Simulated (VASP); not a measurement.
Level of theory: MS2 meta-GGA, VASP's PBE PAW potentials (set 64) (plane waves; VASP).

VASP input:

### INCAR
```
LORBIT  =  11
ISIF  =  2   ! forces and stress, cell fixed
EDIFF  =  1E-7
ISMEAR  =  -5   ! tetrahedra, Bloechl
LMIXTAU  =  .True.
ALGO  =  Normal
ENCUT  =  520   ! plane-wave cut-off (eV)
NELM  =  100   ! most electronic steps
PREC  =  Accurate
NEDOS  =  601
METAGGA  =  MS2
LREAL  =  .False.
SYSTEM  =  LiF
LASPH  =  .True.
LCHARG  =  .False.
LWAVE  =  .False.
```

KPOINTS:
```
Automatic mesh
0
Gamma
13 13 13
0 0 0
```

File KPOINTS_OPT:
```
k-points along high-symmetry lines
10
Line-mode
Reciprocal
  0.000000   0.000000   0.000000 ! GAMMA
  0.500000   0.000000   0.500000 ! X

  0.500000   0.000000   0.500000 ! X
  0.625000   0.250000   0.625000 ! U

  0.375000   0.375000   0.750000 ! K
  0.000000   0.000000   0.000000 ! GAMMA

  0.000000   0.000000   0.000000 ! GAMMA
  0.500000   0.500000   0.500000 ! L

  0.500000   0.500000   0.500000 ! L
  0.500000   0.250000   0.750000 ! W

  0.500000   0.250000   0.750000 ! W
  0.500000   0.000000   0.500000 ! X
```

File POSCAR:
```
LiF
1
    0.0000000000     1.9851194719     1.9851194719
    1.9851194719     0.0000000000     1.9851194719
    1.9851194719     1.9851194719     0.0000000000
Li F
1 1
Direct
  0.0000000000   0.0000000000   0.0000000000
  0.5000000000   0.5000000000   0.5000000000
```

POTCAR, in this order: Li_sv F (PBE.64 set). Program: vasp_std.

Task: Estimate the energy per atom (σ→0), band gap (over mesh and band path).

Result: 
```
Item                                         Value
----------------------------------  --------------
energy per atom (σ→0)               -6.537 eV/atom
band gap (over mesh and band path)         9.99 eV
```

OSZICAR:
```
...
DAV:  21    -0.130744642562E+02   -0.19521E-05   -0.27131E-06  1904   0.161E-02    0.166E-03
DAV:  22    -0.130744665698E+02   -0.23136E-05   -0.49707E-07  1526   0.842E-03    0.352E-04
DAV:  23    -0.130744677341E+02   -0.11643E-05   -0.25877E-08  1804   0.226E-03    0.225E-04
DAV:  24    -0.130744678625E+02   -0.12840E-06   -0.93934E-09  1436   0.127E-03    0.155E-04
DAV:  25    -0.130744685181E+02   -0.65560E-06   -0.12816E-08  1605   0.149E-03    0.127E-05
DAV:  26    -0.130744684497E+02    0.68351E-07   -0.21161E-10   778   0.228E-04
   1 F= -.13074468E+02 E0= -.13074468E+02  d E =0.000000E+00
       N       E                     dE             ncg
```

The compound is LiF in the rock salt structure. It was relaxed first.
